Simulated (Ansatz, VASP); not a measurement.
# LiCNO in two plane-wave programs, part 2 of 2

Aim: how closely do two programs agree when they are given the same cell, functional and k mesh? Of the first pair: The structure shown is the start of the Ansatz relaxation below; VASP solves that cell, so the two are compared at the walk's first step.

VASP 6.6.1 and Ansatz 0.2.0.

So far. Step 3 (VASP: single point, PBEsol with D3(BJ), start cell …): The run ends at a pressure of 5.17 GPa, with forces up to 1.4 eV/Å.

## Step 5: Ansatz: relaxation, PBEsol with D3(BJ)

Level of this step: Ansatz beside VASP: Kohn-Sham DFT, plane waves, PBEsol with D3(BJ) (Ansatz).

This run makes the geometry at which the two programs are then compared.

The structure compared here is the end of the Ansatz relaxation.

input.yaml reads:

```yaml
crystal:
  lattice:
    - [1.5738945859, 0.9086884628, 4.6796962546]
    - [-1.5738945859, 0.9086884628, 4.6796962546]
    - [0.0, -1.8173769257, 4.6796962545]
  atoms:
    - { symbol: Li, position: [0.0053609377, 0.0053609377, 0.0053609377] }
    - { symbol: C, position: [0.497536122, 0.497536122, 0.497536122] }
    - { symbol: "N", position: [0.4137046537, 0.4137046537, 0.4137046537] }
    - { symbol: O, position: [0.5833982866, 0.5833982866, 0.5833982866] }
kpoints:
  mp_grid: { grid: [9, 9, 9] }
hamiltonian:
  xc: pbesol
  dispersion: d3bj
scf:
  occupations: { method: fixed }
output:
  forces: true
  stress: true
  eigenvalues: true
  write_density: true
  write_potential: true
  elf: true
  volumetric_format: npy
relax:
  adjacent_minimum: "off"
  f_tol: 0.001
  max_steps: 60
  cell: { stress_tol: 0.01, fix: [volume] }
```

Command:

```
$ ansatz run input.yaml --threads 4 --pin off --max-ram 7168MiB --backend cpu --events-out ev --progress --plain --runs-dir out
```

Numbers of over 12 decimals in the logs are rounded to 6 here.

The program printed:

```text
[...]
Crystal: 4 atoms, lattice volume = 40.157 Å³
Basis set: ecut = 420 eV, 783 PW (Γ), FFT grids on a1−a2, a2, −a2+a3, exchange–correlation on 48×72×48 points (8 copies of the dense FFT grid, shifted against one another)
Bands: 13, of which v1, the nominal top of the filled ones, is band 9 counted from 1 (8 counted from 0)
Symmetry: 6 space group operations
[...]
--- Relaxed structure (8 steps of the walk, 8 accepted, 3 SCFs on fresh bases) ---
[...]
cell:  # Å, volume = 40.1568 Å³
    - [1.569233, 0.905997, 4.707540]
    - [-1.569233, 0.905997, 4.707540]
    - [0, -1.811994, 4.707540]
  atoms:
    - { symbol: Li, position: [0.00454112, 0.00454112, 0.00454112] }
    - { symbol: C, position: [0.497765, 0.497765, 0.497765] }
    - { symbol: N, position: [0.413704, 0.413704, 0.413704] }
    - { symbol: O, position: [0.583991, 0.583991, 0.583991] }
[key lines of the parts left out:]
SCF converged after 5 iterations
Free energy (F): -1390.827814 eV
Fermi energy:    2.600530 eV
P = ⅓ Tr σ = 1.2672 GPa (12.672 kbar)
```

## Step 6: VASP: single point, PBEsol with D3(BJ), relaxed cell, pair 2

The same cell, functional and mesh now go to VASP, with its own data sets.

INCAR reads:

```
SYSTEM = LiCNO
PREC = Accurate
ENCUT = 750
EDIFF = 1E-06
NELM = 120
ISMEAR = 0
SIGMA = 0.01
LREAL = .FALSE.
ALGO = Normal
GGA = PS
IVDW = 12
NBANDS = 15
LORBIT = 11
LWAVE = .FALSE.
LCHARG = .FALSE.
ISIF = 2
LASPH = .TRUE.
GGA_COMPAT = .FALSE.
EFERMI = MIDGAP
KPAR = 2
```

POSCAR reads:

```
LiCNO
1.0
    1.5692331566      0.9059971853      4.7075397559
   -1.5692331566      0.9059971853      4.7075397559
    0.0000000000     -1.8119943709      4.7075397558
Li C N O
1 1 1 1
Direct
    0.0045411153      0.0045411153      0.0045411153
    0.4977645289      0.4977645289      0.4977645289
    0.4137036484      0.4137036484      0.4137036484
    0.5839907074      0.5839907074      0.5839907074
```

KPOINTS reads:

```
Automatic mesh
0
Gamma
9 9 9
0 0 0
```

Potentials, in the order of the species: Li_sv, C, N and O (PBE family, release 64).

Command:

```
$ mpirun -np 2 vasp_std
```

The program printed:

```text
[banner, memory and clock lines left out]
running    2 mpi-ranks, on    1 nodes
[...]
[... a notice as in an earlier step ...]

 LDA part: xc-table for (Slater+PW92), standard interpolation
 POSCAR, INCAR and KPOINTS ok, starting setup
[...]
entering main loop
       N       E                     dE             d eps       ncg     rms          rms(c)
DAV:   1     0.970332732570E+02    0.97033E+02   -0.10828E+04  2550   0.151E+03
DAV:   2    -0.256797562899E+02   -0.12271E+03   -0.11736E+03  3294   0.310E+02
DAV:   3    -0.319329318460E+02   -0.62532E+01   -0.62224E+01  3794   0.745E+01
DAV:   4    -0.321890520229E+02   -0.25612E+00   -0.25595E+00  3506   0.122E+01
[...]
DAV:  12    -0.293247465454E+02   -0.50107E-04   -0.10089E-04  3201   0.917E-02    0.117E-02
DAV:  13    -0.293247491414E+02   -0.25959E-05   -0.90738E-06  3558   0.271E-02    0.524E-03
DAV:  14    -0.293247496655E+02   -0.52413E-06   -0.17109E-06  3008   0.124E-02
   1 F= -.29735253E+02 E0= -.29735253E+02  d E =0.000000E+00
```

Parts of OUTCAR (step 6):

```text
 Edisp (eV)   -0.41050

  Total       0.21038     0.21038     1.06058     0.00000    -0.00000    -0.00000
  in kB       8.39384     8.39384    42.31492     0.00000    -0.00000    -0.00000
  external pressure =       19.70 kB  Pullay stress =        0.00 kB

 POSITION                                       TOTAL-FORCE (eV/Angst)
 -----------------------------------------------------------------------------------
      0.00000     -0.00000      0.06413         0.000000      0.000000     -0.013750
      0.00000     -0.00000      7.02974         0.000000      0.000000     -0.175749
      0.00000     -0.00000      5.84258         0.000000      0.000000     -0.244460
      0.00000     -0.00000      8.24748         0.000000     -0.000000      0.433958
 -----------------------------------------------------------------------------------
    total drift:                                0.000000      0.000000      0.000069

  FREE ENERGIE OF THE ION-ELECTRON SYSTEM (eV)
  ---------------------------------------------------
  free  energy   TOTEN  =       -29.7352530314 eV

  energy  without entropy=      -29.7352530314  energy(sigma->0) =      -29.73525303

[... 1 part as in an earlier step ...]

[... 2 further parts left out ...]
[key lines of the parts left out:]
E-fermi :   3.1177
```

The run ends at a pressure of 1.97 GPa, with forces up to 0.43 eV/Å.

## Step 7: Side by side

What differs besides the data sets and the points named for the pairs above, as far as they apply: the cutoff is 420 eV in Ansatz and 750 eV in VASP; Ansatz's pressure holds a Pulay correction, VASP's none. Total energies have different zeros and are not compared.

Both answers:

```csv
quantity,Ansatz,VASP,difference
pressure (GPa),1.27,1.97,-0.70
gap on the k mesh (eV),4.723,4.701,+0.021
```

Forces (eV/Å; atoms numbered as in POSCAR):

```csv
atom,"Ansatz x, y, z","VASP x, y, z"
Li1,"0.000, 0.000, 0.000","0.000, 0.000, -0.014"
C2,"0.000, 0.000, 0.000","0.000, 0.000, -0.176"
N3,"0.000, 0.000, 0.000","0.000, 0.000, -0.244"
O4,"0.000, 0.000, 0.000","0.000, 0.000, 0.434"
```

The forces differ by 153 meV/Å r.m.s., where the r.m.s. force is 0.000 eV/Å in Ansatz and 0.153 eV/Å in VASP: the atoms lie near their places of rest in Ansatz, so a percentage would say little (all taken over all components). A gap on the mesh is an upper bound, since the band edges may lie between its points.

## Step 8: Ansatz: relaxation, PBEsol with D3(BJ)

This run makes the geometry at which the two programs are then compared. The cell compared in this pair holds 42.64 Å³, against 40.16 Å³ for the pair before.

The structure compared here is the end of the Ansatz relaxation.

Changes to input.yaml since step 5:

```diff
@@ -2,5 +2,5 @@
   lattice:
-    - [1.5738945859, 0.9086884628, 4.6796962546]
-    - [-1.5738945859, 0.9086884628, 4.6796962546]
-    - [0.0, -1.8173769257, 4.6796962545]
+    - [1.605699005, 0.9270507527, 4.7742610508]
+    - [-1.605699005, 0.9270507527, 4.7742610508]
+    - [0.0, -1.8541015055, 4.7742610508]
   atoms:
```

Command:

```
$ ansatz run input.yaml --threads 4 --pin off --max-ram 7168MiB --backend cpu --events-out ev --progress --plain --runs-dir out
```

The program printed:

```text
[...]
Crystal: 4 atoms, lattice volume = 42.641 Å³
Basis set: ecut = 420 eV, 861 PW (Γ), FFT grids on a1−a2, a2, −a2+a3, exchange–correlation on 48×72×48 points (8 copies of the dense FFT grid, shifted against one another)
Bands: 13, of which v1, the nominal top of the filled ones, is band 9 counted from 1 (8 counted from 0)
Symmetry: 6 space group operations
[...]
--- Relaxed structure (9 steps of the walk, 9 accepted, 2 SCFs on fresh bases) ---
[...]
cell:  # Å, volume = 42.6408 Å³
    - [1.610277, 0.929694, 4.747150]
    - [-1.610277, 0.929694, 4.747150]
    - [0, -1.859388, 4.747150]
  atoms:
    - { symbol: Li, position: [0.00623917, 0.00623917, 0.00623917] }
    - { symbol: C, position: [0.497290, 0.497290, 0.497290] }
    - { symbol: N, position: [0.413688, 0.413688, 0.413688] }
    - { symbol: O, position: [0.582783, 0.582783, 0.582783] }
[key lines of the parts left out:]
SCF converged after 7 iterations
Free energy (F): -1390.828658 eV
Fermi energy:    2.035355 eV
P = ⅓ Tr σ = -1.0384 GPa (-10.384 kbar)
```

## Step 9: VASP: single point, PBEsol with D3(BJ), relaxed cell, pair 3

The same cell, functional and mesh now go to VASP, with its own data sets.

INCAR is that of step 6.

POSCAR reads:

```
LiCNO
1.0
    1.6102774970      0.9296941464      4.7471503935
   -1.6102774970      0.9296941464      4.7471503935
    0.0000000000     -1.8593882928      4.7471503935
Li C N O
1 1 1 1
Direct
    0.0062391707      0.0062391707      0.0062391707
    0.4972896523      0.4972896523      0.4972896523
    0.4136878316      0.4136878316      0.4136878316
    0.5827833454      0.5827833454      0.5827833454
```

KPOINTS is that of step 6.

Command:

```
$ mpirun -np 2 vasp_std
```

The program printed:

```text
[... set-up lines as in an earlier step ...]
 entering main loop
       N       E                     dE             d eps       ncg     rms          rms(c)
DAV:   1     0.987062710464E+02    0.98706E+02   -0.10731E+04  2550   0.150E+03
DAV:   2    -0.254524374961E+02   -0.12416E+03   -0.11846E+03  3340   0.304E+02
DAV:   3    -0.318893538624E+02   -0.64369E+01   -0.64078E+01  3786   0.747E+01
DAV:   4    -0.321424678458E+02   -0.25311E+00   -0.25294E+00  3617   0.118E+01
[...]
DAV:  12    -0.293480839129E+02   -0.63786E-04   -0.12095E-04  3243   0.974E-02    0.114E-02
DAV:  13    -0.293480861998E+02   -0.22869E-05   -0.91110E-06  3537   0.270E-02    0.552E-03
DAV:  14    -0.293480868657E+02   -0.66589E-06   -0.19816E-06  3138   0.131E-02
   1 F= -.29735181E+02 E0= -.29735181E+02  d E =0.000000E+00
```

Parts of OUTCAR (step 9):

```text
 Edisp (eV)   -0.38709

  Total      -0.38088    -0.38088     0.44467     0.00000     0.00000    -0.00000
  in kB     -14.31121   -14.31121    16.70806     0.00000     0.00000    -0.00000
  external pressure =       -3.97 kB  Pullay stress =        0.00 kB

 POSITION                                       TOTAL-FORCE (eV/Angst)
 -----------------------------------------------------------------------------------
      0.00000      0.00000      0.08885         0.000000      0.000000     -0.009442
      0.00000      0.00000      7.08213         0.000000      0.000000     -0.192626
      0.00000      0.00000      5.89152         0.000000     -0.000000     -0.235008
      0.00000      0.00000      8.29968         0.000000      0.000000      0.437076
 -----------------------------------------------------------------------------------
    total drift:                               -0.000000     -0.000000     -0.000181

  FREE ENERGIE OF THE ION-ELECTRON SYSTEM (eV)
  ---------------------------------------------------
  free  energy   TOTEN  =       -29.7351807170 eV

  energy  without entropy=      -29.7351807170  energy(sigma->0) =      -29.73518072

[... 1 part as in an earlier step ...]

[... 2 further parts left out ...]
[key lines of the parts left out:]
E-fermi :   2.6452
```

The run ends at a pressure of -0.40 GPa, with forces up to 0.44 eV/Å.

## Step 10: Differences

The two programs side by side:

```csv
quantity,Ansatz,VASP,difference
pressure (GPa),-1.04,-0.40,-0.64
gap on the k mesh (eV),4.692,4.674,+0.018
```

Forces (eV/Å; atoms numbered as in POSCAR):

```csv
atom,"Ansatz x, y, z","VASP x, y, z"
Li1,"0.000, 0.000, 0.000","0.000, 0.000, -0.009"
C2,"0.000, 0.000, 0.000","0.000, 0.000, -0.193"
N3,"0.000, 0.000, 0.000","0.000, 0.000, -0.235"
O4,"0.000, 0.000, 0.000","0.000, 0.000, 0.437"
```

The forces differ by 154 meV/Å r.m.s., where the r.m.s. force is 0.000 eV/Å in Ansatz and 0.154 eV/Å in VASP: the atoms lie near their places of rest in Ansatz, so a percentage would say little (all taken over all components). A gap on the mesh is an upper bound, since the band edges may lie between its points.

## Step 11: Outcome

| Item | Value |
| --- | --- |
| r.m.s. force difference (single point, PBEsol with D3(BJ), start cell, pair 1) | 29 % of the r.m.s. force |
| r.m.s. force difference (single point, PBEsol with D3(BJ), relaxed cell, pair 2) | 153 meV/Å |
| difference in pressure (single point, PBEsol with D3(BJ), relaxed cell, pair 2) | -0.70 GPa |
| r.m.s. force difference (single point, PBEsol with D3(BJ), relaxed cell, pair 3) | 154 meV/Å |
| difference in pressure (single point, PBEsol with D3(BJ), relaxed cell, pair 3) | -0.64 GPa |

In words: The r.m.s. force difference is 154 meV/Å (single point, PBEsol with D3(BJ), relaxed cell, pair 3), beyond the 12 meV/Å picked in this series as the mark of a large difference. What causes the difference of the single point, PBEsol with D3(BJ), start cell, pair 1 pair stays open here. What causes the difference of the single point, PBEsol with D3(BJ), relaxed cell, pair 2 pair stays open here. What causes the difference of the single point, PBEsol with D3(BJ), relaxed cell, pair 3 pair stays open here. 3 further runs of this series are not shown here. How closely two codes agree says nothing of how well the functional describes the real material.

[Lines on the potential files, build, host, timing and source positions are cut from VASP's logs without a mark.]

[Logs are printed without paths, hosts, clocks, repeated set-up lines and the standing remarks that a program may print on its own settings, such as how far it seeks lower states.]

[Hosts, paths, dates, database ids (printed as entryN), source tags and the programs' standing remarks are cut or masked in the printed files.]
